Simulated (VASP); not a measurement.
Level of theory: PBE GGA, VASP's PBE PAW potentials (set 64) (plane waves; VASP).

The input files of a VASP run:

INCAR:
```
SYSTEM = NaI
PREC = Accurate; ENCUT = 300; LREAL = .FALSE.
LASPH = .TRUE.
EDIFF = 1E-6; NELM = 100; ALGO = Normal
LMAXMIX = 4
ISMEAR = -1; SIGMA = 0.05
GGA = PE
ISIF = 2
LWAVE = .FALSE.; LCHARG = .FALSE.
```

### POSCAR
```
NaI
1.0
  0.0000000000   3.2350000000   3.2350000000
  3.2350000000   0.0000000000   3.2350000000
  3.2350000000   3.2350000000   0.0000000000
Na I
1 1
Cartesian
  0.0000000000   0.0000000000   0.0000000000
  3.2350000000   3.2350000000   3.2350000000
```

File KPOINTS:
```
Automatic mesh
0
Gamma
9 9 9
0 0 0
```

POTCAR, in this order: Na_pv I (PBE.64 set). Program: vasp_std.

Output of the run:

File OUTCAR:
```
 ion  position               nearest neighbor table
   1  0.000  0.000  0.000-
   2  0.500  0.500  0.500-
  LATTYP: Found a face centered cubic cell.
 ALAT       =     6.4700000000
 Subroutine PRICEL returns:
 Original cell was already a primitive cell.
 Subroutine GETGRP returns: Found 48 space group operations
The static configuration has the point symmetry O_h .
The dynamic configuration has the point symmetry O_h .
 Subroutine INISYM returns: Found 48 space group operations
 Subroutine IBZKPT returns following result:
 Found     35 irreducible k-points:

 Following reciprocal coordinates:
            Coordinates               Weight
  0.000000  0.000000  0.000000      1.000000
  0.111111  0.000000  0.000000      8.000000
  0.222222  0.000000  0.000000      8.000000
  0.333333  0.000000  0.000000      8.000000
  0.444444  0.000000  0.000000      8.000000
  0.111111  0.111111  0.000000      6.000000
  0.222222  0.111111  0.000000     24.000000
  0.333333  0.111111  0.000000     24.000000
  0.444444  0.111111  0.000000     24.000000
 -0.444444  0.111111  0.000000     24.000000
 -0.333333  0.111111  0.000000     24.000000
 -0.222222  0.111111  0.000000     24.000000
 -0.111111  0.111111  0.000000     12.000000
  0.222222  0.222222  0.000000      6.000000
  0.333333  0.222222  0.000000     24.000000
  0.444444  0.222222  0.000000     24.000000
 -0.444444  0.222222  0.000000     24.000000
 -0.333333  0.222222  0.000000     24.000000
 -0.222222  0.222222  0.000000     12.000000
  0.333333  0.333333  0.000000      6.000000
  0.444444  0.333333  0.000000     24.000000
 -0.444444  0.333333  0.000000     24.000000
 -0.333333  0.333333  0.000000     12.000000
  0.444444  0.444444  0.000000      6.000000
 -0.444444  0.444444  0.000000     12.000000
  0.333333  0.222222  0.111111     24.000000
  0.444444  0.222222  0.111111     48.000000
 -0.444444  0.222222  0.111111     48.000000
  0.444444  0.333333  0.111111     24.000000
 -0.444444  0.333333  0.111111     48.000000
 -0.333333  0.333333  0.111111     48.000000
 -0.222222  0.333333  0.111111     24.000000
 -0.444444  0.444444  0.111111     24.000000
 -0.333333  0.444444  0.111111     24.000000
 -0.333333  0.444444  0.222222     24.000000
   k-points           NKPTS =     35   k-points in BZ     NKDIM =     35   number of bands    NBANDS=     11
   number of dos      NEDOS =    301   number of ions     NIONS =      2
   total plane-waves  NPLWV =  21952
   dimension x,y,z NGX =    28 NGY =   28 NGZ =   28
   dimension x,y,z NGXF=    56 NGYF=   56 NGZF=   56
   ions per type =               1   1
   PREC   = accura    normal or accurate (medium, high low for compatibility)
   ISTART =      0    job   : 0-new  1-cont  2-samecut
   ICHARG =      2    charge: 1-file 2-atom 10-const
   ISPIN  =      1    spin polarized calculation?
   LNONCOLLINEAR =      F non collinear calculations
   LSORBIT =      F    spin-orbit coupling
   INIWAV =      1    electr: 0-lowe 1-rand  2-diag
   ENCUT  =  300.0 eV  22.05 Ry    4.70 a.u.   6.46  6.46  6.46*2*pi/ulx,y,z
   NELM   =    100;   NELMIN=  2; NELMDL= -5     # of ELM steps
   EDIFF  = 0.1E-05   stopping-criterion for ELM
   LREAL  =      F    real-space projection
   NLSPLINE    = F    spline interpolate recip. space projectors
   LMAXMIX     =    4 max onsite mixed and CHGCAR
   VOSKOWN=      0    Vosko Wilk Nusair interpolation
   EDIFFG = 0.1E-04   stopping-criterion for IOM
   NSW    =      0    number of steps for IOM
   NBLOCK =      1;   KBLOCK =      1    inner block; outer block
   IBRION =     -1    ionic relax: 0-MD 1-quasi-New 2-CG
...
```

OSZICAR:
```
       N       E                     dE             d eps       ncg     rms          rms(c)
DAV:   1     0.610855689854E+02    0.61086E+02   -0.53165E+03   794   0.751E+02
DAV:   2    -0.136261529203E+01   -0.62448E+02   -0.59170E+02   835   0.199E+02
DAV:   3    -0.535974811807E+01   -0.39971E+01   -0.39853E+01   941   0.553E+01
DAV:   4    -0.545111938601E+01   -0.91371E-01   -0.91352E-01   936   0.914E+00
DAV:   5    -0.545321539805E+01   -0.20960E-02   -0.20960E-02   936   0.125E+00    0.162E+00
DAV:   6    -0.539219322649E+01    0.61022E-01   -0.85291E-02   881   0.188E+00    0.113E+00
DAV:   7    -0.538344381090E+01    0.87494E-02   -0.71910E-02   892   0.162E+00    0.597E-01
DAV:   8    -0.538547178827E+01   -0.20280E-02   -0.49761E-03   821   0.666E-01    0.145E-01
DAV:   9    -0.538544607810E+01    0.25710E-04   -0.12390E-04   875   0.119E-01    0.387E-02
DAV:  10    -0.538546492564E+01   -0.18848E-04   -0.37076E-05   872   0.713E-02    0.596E-03
DAV:  11    -0.538546588916E+01   -0.96351E-06   -0.37223E-06   842   0.207E-02
   1 F= -.53854659E+01 E0= -.53854659E+01  d E =-.364735E-10
```

**OUTCAR**
```
------------------------ aborting loop because EDIFF is reached ----------------------------------------
  FORCE on cell =-STRESS in cart. coord.  units (eV):
  Direction    XX          YY          ZZ          XY          YZ          ZX
  --------------------------------------------------------------------------------------
  Total        0.1819035      0.1819035      0.1819035      0.0000000      0.0000000      0.0000000
  in kB        4.3042633      4.3042633      4.3042633      0.0000000      0.0000000      0.0000000
  external PRESSURE =       4.3042633 kB  Pullay stress =       0.0000000 kB
  volume of cell :       67.71
      direct lattice vectors                 reciprocal lattice vectors
     0.000000000  3.235000000  3.235000000    -0.154559505  0.154559505  0.154559505
     3.235000000  0.000000000  3.235000000     0.154559505 -0.154559505  0.154559505
     3.235000000  3.235000000  0.000000000     0.154559505  0.154559505 -0.154559505
  FREE ENERGIE OF THE ION-ELECTRON SYSTEM (eV)
  ---------------------------------------------------
  free  energy   TOTEN  =        -5.3854658892 eV

  energy  without entropy=       -5.3854658891  energy(sigma->0) =       -5.38546589
```
(Selected blocks of OUTCAR.)

At this cut-off the stress carries a Pulay error, which pulls relaxed volumes low.

The structure is a typed NaI crystal (Fm-3m). The cell was not relaxed at this level.
